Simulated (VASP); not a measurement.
# Rhodium: accuracy against cost in the smearing and k-mesh, part 2 of 3

A convergence test on Rhodium: the smearing and k-mesh. The series runs use LDA. The start is a cell from a database of measured crystal structures.

VASP 6.6.1; LDA; plane waves and PAW (Rh_pv).

Still holding for the runs below: This run has no spin polarisation. Its electron count is odd, so without a moment it is a metal by construction.

So far. Step 7 (Smearing: ISMEAR = 2, SIGMA = 0.01): Against the first of the series the energy at zero width moves by +0.16 meV an atom while the pressure stays within 0.01 GPa, after 12 cycles in 3.4 s. The entropy term T·S comes to 0.06 meV an atom in size.

The database entry behind the starting cell differs from later determinations by our own check (an axis about 0.2 % short against later determinations), so it need not match the best structure at ambient conditions.

### Step 8. Smearing: ISMEAR = 2, SIGMA = 0.05

INCAR reads:

```
SYSTEM = Rh
PREC = Accurate
ENCUT = 400
EDIFF = 1E-06
NELM = 100
ISMEAR = 2
SIGMA = 0.05
LREAL = .FALSE.
ALGO = Normal
GGA = CA
NBANDS = 13
LASPH = .TRUE.
LORBIT = 11
LWAVE = .FALSE.
LCHARG = .FALSE.
KPAR = 2
ISIF = 2
```

POSCAR reads:

```
Rh
1.0
    0.0000000000      1.8978500000      1.8978500000
    1.8978500000      0.0000000000      1.8978500000
    1.8978500000      1.8978500000      0.0000000000
Rh
1
Direct
    0.0000000000      0.0000000000      0.0000000000
```

KPOINTS reads:

```
Automatic mesh
0
Gamma
10 10 10
0 0 0
```

Potentials, in the order of the species: Rh_pv (PBE family, release 64).

On the command line:

```bash
mpirun -np 2 vasp_std
```

Output:

```text
[... set-up lines as in an earlier step ...]
 entering main loop
       N       E                     dE             d eps       ncg     rms          rms(c)
DAV:   1     0.978402547034E+02    0.97840E+02   -0.77267E+03  1235   0.103E+03
DAV:   2    -0.825527798865E+01   -0.10610E+03   -0.10181E+03  1327   0.313E+02
DAV:   3    -0.944340378234E+01   -0.11881E+01   -0.11863E+01  1462   0.376E+01
DAV:   4    -0.944916315954E+01   -0.57594E-02   -0.57590E-02  1387   0.265E+00
[...]
DAV:  10    -0.871691130920E+01   -0.49753E-05   -0.58263E-06  1407   0.293E-02    0.812E-03
DAV:  11    -0.871691343232E+01   -0.21231E-05   -0.53481E-07  1124   0.568E-03    0.801E-04
DAV:  12    -0.871691343025E+01    0.20768E-08   -0.99963E-09   816   0.111E-03
   1 F= -.87169134E+01 E0= -.87169428E+01  d E =0.117642E-03
```

Run time: 3.4 s. Hardware: 2 MPI ranks of Intel Xeon Platinum 8488C (Sapphire Rapids), shared host; peak memory 0.2 GiB; 3.7 s of CPU time.

OUTCAR, selected parts (step 8):

```text
  Total       -0.8571558     -0.8571558     -0.8571558      0.0000000      0.0000000      0.0000000
  in kB     -100.4511016   -100.4511016   -100.4511016      0.0000000      0.0000000      0.0000000
  external PRESSURE =    -100.4511016 kB  Pullay stress =       0.0000000 kB

  FREE ENERGIE OF THE ION-ELECTRON SYSTEM (eV)
  ---------------------------------------------------
  free  energy   TOTEN  =        -8.7169134302 eV

  energy  without entropy=       -8.7170310722  energy(sigma->0) =       -8.71694284

[... 3 parts as in an earlier step ...]

[... 1 further part left out ...]
[key lines of the parts left out:]
E-fermi :  11.7552
```

Against the run before the energy at zero width moves by -0.25 meV an atom and the pressure by -0.01 GPa, after 12 cycles in 3.4 s. The entropy term T·S comes to 0.12 meV an atom in size.

### Step 9. Smearing: ISMEAR = 2, SIGMA = 0.1

Changes to INCAR since step 8:

```diff
@@ -6,3 +6,3 @@
 ISMEAR = 2
-SIGMA = 0.05
+SIGMA = 0.1
 LREAL = .FALSE.
```

POSCAR is that of step 8.

KPOINTS is that of step 8.

On the command line:

```bash
mpirun -np 2 vasp_std
```

Output:

```text
[... set-up lines as in an earlier step ...]
 entering main loop
       N       E                     dE             d eps       ncg     rms          rms(c)
DAV:   1     0.978401088541E+02    0.97840E+02   -0.77267E+03  1235   0.103E+03
DAV:   2    -0.825535642563E+01   -0.10610E+03   -0.10181E+03  1327   0.313E+02
DAV:   3    -0.944372765129E+01   -0.11884E+01   -0.11865E+01  1462   0.376E+01
DAV:   4    -0.944948708624E+01   -0.57594E-02   -0.57591E-02  1387   0.265E+00
[...]
DAV:  10    -0.871680543830E+01   -0.41575E-05   -0.61380E-06  1407   0.302E-02    0.936E-03
DAV:  11    -0.871680779841E+01   -0.23601E-05   -0.54703E-07  1114   0.665E-03    0.674E-04
DAV:  12    -0.871680779435E+01    0.40568E-08   -0.15259E-08   836   0.142E-03
   1 F= -.87168078E+01 E0= -.87168432E+01  d E =0.141819E-03
```

Run time: 3.2 s. Hardware: 2 MPI ranks; peak memory 0.21 GiB; 3.6 s of CPU time.

Parts of OUTCAR (step 9):

```text
  Total       -0.8571714     -0.8571714     -0.8571714      0.0000000      0.0000000      0.0000000
  in kB     -100.4529287   -100.4529287   -100.4529287      0.0000000      0.0000000      0.0000000
  external PRESSURE =    -100.4529287 kB  Pullay stress =       0.0000000 kB

 POSITION                                       TOTAL-FORCE (eV/Angst)
 -----------------------------------------------------------------------------------
      0.00000      0.00000      0.00000         0.000000      0.000000      0.000000
 -----------------------------------------------------------------------------------
    total drift:                                0.000000     -0.000000      0.000000

  FREE ENERGIE OF THE ION-ELECTRON SYSTEM (eV)
  ---------------------------------------------------
  free  energy   TOTEN  =        -8.7168077944 eV

  energy  without entropy=       -8.7169496131  energy(sigma->0) =       -8.71684325

[... 2 parts as in an earlier step ...]

[... 1 further part left out ...]
[key lines of the parts left out:]
E-fermi :  11.7633
```

Against the run before the energy at zero width moves by +0.10 meV an atom while the pressure stays within 0.01 GPa, after 12 cycles in 3.2 s. The entropy term T·S comes to 0.14 meV an atom in size.

### Step 10. Smearing: ISMEAR = 2, SIGMA = 0.2

Changes to INCAR since step 9:

```diff
@@ -6,3 +6,3 @@
 ISMEAR = 2
-SIGMA = 0.1
+SIGMA = 0.2
 LREAL = .FALSE.
```

POSCAR is that of step 9.

KPOINTS is that of step 9.

On the command line:

```bash
mpirun -np 2 vasp_std
```

Output:

```text
[... set-up lines as in an earlier step ...]
 entering main loop
       N       E                     dE             d eps       ncg     rms          rms(c)
DAV:   1     0.978401107786E+02    0.97840E+02   -0.77267E+03  1235   0.103E+03
DAV:   2    -0.825626786530E+01   -0.10610E+03   -0.10182E+03  1327   0.313E+02
DAV:   3    -0.944375909670E+01   -0.11875E+01   -0.11856E+01  1462   0.376E+01
DAV:   4    -0.944951522566E+01   -0.57561E-02   -0.57557E-02  1387   0.265E+00
[...]
DAV:  10    -0.871688285876E+01   -0.41868E-05   -0.64511E-06  1407   0.311E-02    0.910E-03
DAV:  11    -0.871688520008E+01   -0.23413E-05   -0.54258E-07  1114   0.602E-03    0.646E-04
DAV:  12    -0.871688519524E+01    0.48444E-08   -0.14500E-08   826   0.140E-03
   1 F= -.87168852E+01 E0= -.87166986E+01  d E =-.746343E-03
```

The job ended after 3 s (2 MPI ranks; peak memory 0.21 GiB).

Parts of OUTCAR (step 10):

```text
  Total       -0.8558253     -0.8558253     -0.8558253     -0.0000000     -0.0000000      0.0000000
  in kB     -100.2951750   -100.2951750   -100.2951750     -0.0000000     -0.0000000      0.0000000
  external PRESSURE =    -100.2951750 kB  Pullay stress =       0.0000000 kB

  FREE ENERGIE OF THE ION-ELECTRON SYSTEM (eV)
  ---------------------------------------------------
  free  energy   TOTEN  =        -8.7168851952 eV

  energy  without entropy=       -8.7161388524  energy(sigma->0) =       -8.71669861

[... 3 parts as in an earlier step ...]

[... 1 further part left out ...]
[key lines of the parts left out:]
E-fermi :  11.7576
```

Against the run before the energy at zero width moves by +0.14 meV an atom and the pressure by +0.02 GPa, after 12 cycles in 3 s. The entropy term T·S comes to 0.75 meV an atom in size.

### Step 11. Smearing: ISMEAR = 2, SIGMA = 0.5

Changes to INCAR since step 10:

```diff
@@ -6,3 +6,3 @@
 ISMEAR = 2
-SIGMA = 0.2
+SIGMA = 0.5
 LREAL = .FALSE.
```

POSCAR is that of step 10.

KPOINTS is that of step 10.

On the command line:

```bash
mpirun -np 2 vasp_std
```

Output:

```text
[... set-up lines as in an earlier step ...]
 entering main loop
       N       E                     dE             d eps       ncg     rms          rms(c)
DAV:   1     0.978466590195E+02    0.97847E+02   -0.77267E+03  1235   0.103E+03
DAV:   2    -0.826012505915E+01   -0.10611E+03   -0.10180E+03  1327   0.313E+02
DAV:   3    -0.944621013254E+01   -0.11861E+01   -0.11842E+01  1462   0.375E+01
DAV:   4    -0.945195400224E+01   -0.57439E-02   -0.57435E-02  1387   0.265E+00
[...]
DAV:  10    -0.871912975994E+01   -0.43653E-05   -0.62624E-06  1407   0.307E-02    0.852E-03
DAV:  11    -0.871913196383E+01   -0.22039E-05   -0.50622E-07  1129   0.588E-03    0.758E-04
DAV:  12    -0.871913196146E+01    0.23729E-08   -0.12209E-08   826   0.127E-03
   1 F= -.87191320E+01 E0= -.87182926E+01  d E =-.335763E-02
```

The job ended after 3.2 s (2 MPI ranks; peak memory 0.2 GiB).

OUTCAR, selected parts (step 11):

```text
  Total       -0.8583779     -0.8583779     -0.8583779      0.0000000      0.0000000      0.0000000
  in kB     -100.5943167   -100.5943167   -100.5943167      0.0000000      0.0000000      0.0000000
  external PRESSURE =    -100.5943167 kB  Pullay stress =       0.0000000 kB

 POSITION                                       TOTAL-FORCE (eV/Angst)
 -----------------------------------------------------------------------------------
      0.00000      0.00000      0.00000         0.000000      0.000000     -0.000000
 -----------------------------------------------------------------------------------
    total drift:                                0.000000     -0.000000     -0.000000

  FREE ENERGIE OF THE ION-ELECTRON SYSTEM (eV)
  ---------------------------------------------------
  free  energy   TOTEN  =        -8.7191319615 eV

  energy  without entropy=       -8.7157743283  energy(sigma->0) =       -8.71829255

[... 2 parts as in an earlier step ...]

[... 1 further part left out ...]
[key lines of the parts left out:]
E-fermi :  11.7443
```

Against the run before the energy at zero width moves by -1.59 meV an atom and the pressure by -0.03 GPa, after 12 cycles in 3.2 s. The entropy term T·S comes to 3.36 meV an atom in size.

### Step 12. Smearing: ISMEAR = -5

Changes to INCAR since step 11:

```diff
@@ -5,4 +5,4 @@
 NELM = 100
-ISMEAR = 2
-SIGMA = 0.5
+ISMEAR = -5
+SIGMA = 0.05
 LREAL = .FALSE.
```

POSCAR is that of step 11.

KPOINTS is that of step 11.

On the command line:

```bash
mpirun -np 2 vasp_std
```

Output:

```text
[... set-up lines as in an earlier step ...]
 entering main loop
       N       E                     dE             d eps       ncg     rms          rms(c)
DAV:   1     0.977837727307E+02    0.97784E+02   -0.77267E+03  1235   0.103E+03
DAV:   2    -0.825983142469E+01   -0.10604E+03   -0.10186E+03  1327   0.313E+02
DAV:   3    -0.944656427704E+01   -0.11867E+01   -0.11848E+01  1462   0.375E+01
DAV:   4    -0.945232333673E+01   -0.57591E-02   -0.57508E-02  1387   0.265E+00
[...]
DAV:  10    -0.872113134956E+01   -0.23858E-04   -0.27387E-05  1402   0.602E-02    0.165E-02
DAV:  11    -0.872111986508E+01    0.11484E-04   -0.13196E-05  1407   0.490E-02    0.106E-03
DAV:  12    -0.872111947595E+01    0.38913E-06   -0.68261E-08   879   0.332E-03
   1 F= -.87211195E+01 E0= -.87211195E+01  d E =0.000000E+00
 -----------------------------------------------------------------------------
|                                                                             |
|           W    W    AA    RRRRR   N    N  II  N    N   GGGG   !!!           |
|           W    W   A  A   R    R  NN   N  II  NN   N  G    G  !!!           |
|           W    W  A    A  R    R  N N  N  II  N N  N  G       !!!           |
|           W WW W  AAAAAA  RRRRR   N  N N  II  N  N N  G  GGG   !            |
|           WW  WW  A    A  R   R   N   NN  II  N   NN  G    G                |
|           W    W  A    A  R    R  N    N  II  N    N   GGGG   !!!           |
|                                                                             |
|     Tetrahedron method does not include variations of the Fermi             |
|     occupations, so forces and stress will be inaccurate. We suggest        |
|     using a different smearing scheme ISMEAR = 1 or 2 for metals in         |
|     relaxations.                                                            |
|                                                                             |
 -----------------------------------------------------------------------------
```

Run time: 3.2 s. Hardware: 2 MPI ranks; peak memory 0.21 GiB; 3.8 s of CPU time.

From OUTCAR (step 12):

```text
  Total       -0.8604097     -0.8604097     -0.8604097     -0.0000000     -0.0000000      0.0000000
  in kB     -100.8324264   -100.8324264   -100.8324264     -0.0000000     -0.0000000      0.0000000
  external PRESSURE =    -100.8324264 kB  Pullay stress =       0.0000000 kB

 POSITION                                       TOTAL-FORCE (eV/Angst)
 -----------------------------------------------------------------------------------
      0.00000      0.00000      0.00000         0.000000      0.000000     -0.000000
 -----------------------------------------------------------------------------------
    total drift:                                0.000000     -0.000000      0.000000

  FREE ENERGIE OF THE ION-ELECTRON SYSTEM (eV)
  ---------------------------------------------------
  free  energy   TOTEN  =        -8.7211194760 eV

  energy  without entropy=       -8.7211194760  energy(sigma->0) =       -8.72111948

[... 2 parts as in an earlier step ...]

[... 1 further part left out ...]
[key lines of the parts left out:]
E-fermi :  11.7192
```

With tetrahedra the forces and stress of a metal are not exact derivatives of the energy.

Against the first of the series the energy at zero width moves by -4.27 meV an atom and the pressure by -0.05 GPa, after 12 cycles in 3.2 s.

### Step 13. The smearing series as a table

This step: convergence of LDA results with the smearing; plane waves and PAW (VASP 6.6.1).

Derived from the runs above.

One cell and one 10×10×10 mesh. Free energy against width, by row:

```
Fermi-Dirac width σ (eV)  free energy less that at the narrowest width (meV/atom)
                    0.01                                                        0
                    0.05                                                    -5.99
                     0.1                                                    -23.6
                     0.2                                                   -88.97
                     0.5                                                   -522.8
```

Differences are taken from the run with ISMEAR = -1, SIGMA = 0.01. Results of the series, by row:

```
                  setting     status  energy less the reference (meV/atom)  pressure (GPa)  SCF cycles  wall time (s)
ISMEAR = -1, SIGMA = 0.01  converged                                     0          -10.04          12              3
ISMEAR = -1, SIGMA = 0.05  converged                                -0.117          -9.928          12            3.4
 ISMEAR = -1, SIGMA = 0.1  converged                                -1.171          -9.625          12            3.2
 ISMEAR = -1, SIGMA = 0.2  converged                                -3.435          -8.404          12            3.2
 ISMEAR = -1, SIGMA = 0.5  converged                                -29.28          -1.053          12            3.2
 ISMEAR = 2, SIGMA = 0.01  converged                                0.1568          -10.04          12            3.4
 ISMEAR = 2, SIGMA = 0.05  converged                              -0.08928          -10.05          12            3.4
  ISMEAR = 2, SIGMA = 0.1  converged                               0.01031          -10.05          12            3.2
  ISMEAR = 2, SIGMA = 0.2  converged                                 0.155          -10.03          12              3
  ISMEAR = 2, SIGMA = 0.5  converged                                -1.439          -10.06          12            3.2
              ISMEAR = -5  converged                                -4.266          -10.08          12            3.2
```

### Step 14. K-mesh: 3 3 3

This step: LDA; plane waves and PAW (Rh_pv) (VASP 6.6.1).

The sum over the zone converges with the mesh, fast for insulators and slowly for metals.

Changes to INCAR since step 12:

```diff
@@ -5,3 +5,3 @@
 NELM = 100
-ISMEAR = -5
+ISMEAR = -1
 SIGMA = 0.05
```

POSCAR is that of step 12.

KPOINTS reads:

```
Automatic mesh
0
Gamma
3 3 3
0 0 0
```

On the command line:

```bash
mpirun -np 2 vasp_std
```

Output:

```text
[... set-up lines as in an earlier step ...]
 entering main loop
       N       E                     dE             d eps       ncg     rms          rms(c)
DAV:   1     0.992036797756E+02    0.99204E+02   -0.78177E+03   104   0.105E+03
DAV:   2    -0.707482528088E+01   -0.10628E+03   -0.10256E+03   114   0.319E+02
DAV:   3    -0.826081996401E+01   -0.11860E+01   -0.11837E+01   124   0.373E+01
DAV:   4    -0.826696488647E+01   -0.61449E-02   -0.61438E-02   124   0.274E+00
DAV:   5    -0.826704974416E+01   -0.84858E-04   -0.84857E-04   124   0.285E-01    0.129E+01
DAV:   6    -0.736574121451E+01    0.90131E+00   -0.12899E+00   124   0.175E+01    0.432E+00
DAV:   7    -0.731197429665E+01    0.53767E-01   -0.15210E-01   119   0.409E+00    0.207E+00
DAV:   8    -0.730510068595E+01    0.68736E-02   -0.12696E-02   124   0.155E+00    0.133E+00
DAV:   9    -0.730066439494E+01    0.44363E-02   -0.22183E-03   114   0.656E-01    0.134E-01
DAV:  10    -0.730058607152E+01    0.78323E-04   -0.69821E-05   139   0.111E-01    0.851E-02
DAV:  11    -0.730057736114E+01    0.87104E-05   -0.17667E-05   129   0.553E-02    0.265E-02
DAV:  12    -0.730057270380E+01    0.46573E-05   -0.64427E-06   119   0.339E-02    0.359E-03
DAV:  13    -0.730057269145E+01    0.12348E-07   -0.75523E-08    82   0.331E-03
   1 F= -.73005727E+01 E0= -.72680583E+01  d E =-.650288E-01
```

Elapsed: 2.4 s, on 2 MPI ranks; peak memory 0.2 GiB.

From OUTCAR (step 14):

```text
   k-points           NKPTS =      4   k-points in BZ     NKDIM =      4   number of bands    NBANDS=     13

   NELECT =      15.0000    total number of electrons

 E-fermi :  11.2628

 k-point     1 :       0.0000    0.0000    0.0000
  band No.  band energies     occupation
    ...
      5       8.4206      2.00000
      6       8.4206      2.00000
      7       8.4206      2.00000
      8      10.5059      2.00000
      9      10.5059      2.00000
     10      27.7141      0.00000
     11      31.2998      0.00000
     12      33.1325      0.00000
     13      33.1325      0.00000

  Total        1.2834755      1.2834755      1.2834755     -0.0000000     -0.0000000      0.0000000
  in kB      150.4120051    150.4120051    150.4120051     -0.0000000     -0.0000000      0.0000000
  external PRESSURE =     150.4120051 kB  Pullay stress =       0.0000000 kB

 POSITION                                       TOTAL-FORCE (eV/Angst)
 -----------------------------------------------------------------------------------
      0.00000      0.00000      0.00000         0.000000     -0.000000      0.000000
 -----------------------------------------------------------------------------------
    total drift:                                0.000000      0.000000      0.000000

  FREE ENERGIE OF THE ION-ELECTRON SYSTEM (eV)
  ---------------------------------------------------
  free  energy   TOTEN  =        -7.3005726915 eV

  energy  without entropy=       -7.2355438962  energy(sigma->0) =       -7.26805829

[... 6 parts as in an earlier step ...]

[... 8 further parts left out ...]
```

Numbers from this step:

```yaml
electronic_steps: 13
irreducible_k_points: 4
free_energy_toten: -7.301 eV
energy_at_zero_smearing: -7.268 eV
fermi_energy: 11.26 eV
pressure: 15.04 GPa
```

The series starts at -7.2681 eV an atom and 15.04 GPa, after 13 cycles in 2.4 s.

### Step 15. K-mesh: 4 4 4

INCAR is that of step 14.

POSCAR is that of step 14.

KPOINTS reads:

```
Automatic mesh
0
Gamma
4 4 4
0 0 0
```

On the command line:

```bash
mpirun -np 2 vasp_std
```

Output:

```text
[... set-up lines as in an earlier step ...]
 entering main loop
       N       E                     dE             d eps       ncg     rms          rms(c)
DAV:   1     0.947083362512E+02    0.94708E+02   -0.76661E+03   208   0.102E+03
DAV:   2    -0.872994970828E+01   -0.10344E+03   -0.98360E+02   218   0.306E+02
DAV:   3    -0.985135173444E+01   -0.11214E+01   -0.11206E+01   268   0.367E+01
DAV:   4    -0.985603622647E+01   -0.46845E-02   -0.46843E-02   238   0.238E+00
[...]
DAV:  10    -0.915409805857E+01    0.11208E-04   -0.92787E-05   248   0.135E-01    0.157E-02
DAV:  11    -0.915409536710E+01    0.26915E-05   -0.70274E-06   238   0.365E-02    0.101E-03
DAV:  12    -0.915409535669E+01    0.10411E-07   -0.35451E-08   129   0.238E-03
   1 F= -.91540954E+01 E0= -.91540645E+01  d E =-.617514E-04
```

The job ended after 2.2 s (2 MPI ranks; peak memory 0.2 GiB).

From OUTCAR (step 15):

```text
  Total       -1.4524060     -1.4524060     -1.4524060      0.0000000     -0.0000000     -0.0000000
  in kB     -170.2091777   -170.2091777   -170.2091777      0.0000000     -0.0000000     -0.0000000
  external PRESSURE =    -170.2091777 kB  Pullay stress =       0.0000000 kB

  FREE ENERGIE OF THE ION-ELECTRON SYSTEM (eV)
  ---------------------------------------------------
  free  energy   TOTEN  =        -9.1540953567 eV

  energy  without entropy=       -9.1540336053  energy(sigma->0) =       -9.15406448

[... 2 parts as in an earlier step ...]

[... 2 further parts left out ...]
[key lines of the parts left out:]
E-fermi :  11.9145
```

Against the run before the energy moves by -1886.01 meV an atom and the pressure by -32.06 GPa, after 12 cycles in 2.2 s.

[end of part 2 of 3]

[Lines on the potential files, build, host, timing and source positions are cut from VASP's logs without a mark.]

[Logs are printed without paths, hosts, clocks, repeated set-up lines and the standing remarks that a program may print on its own settings, such as how far it seeks lower states.]

[Hosts, paths, dates, database ids (printed as entryN), source tags and the programs' standing remarks are cut or masked in the printed files.]

[A measured line is paired with the nearest computed mode of its activity, which favours agreement.]
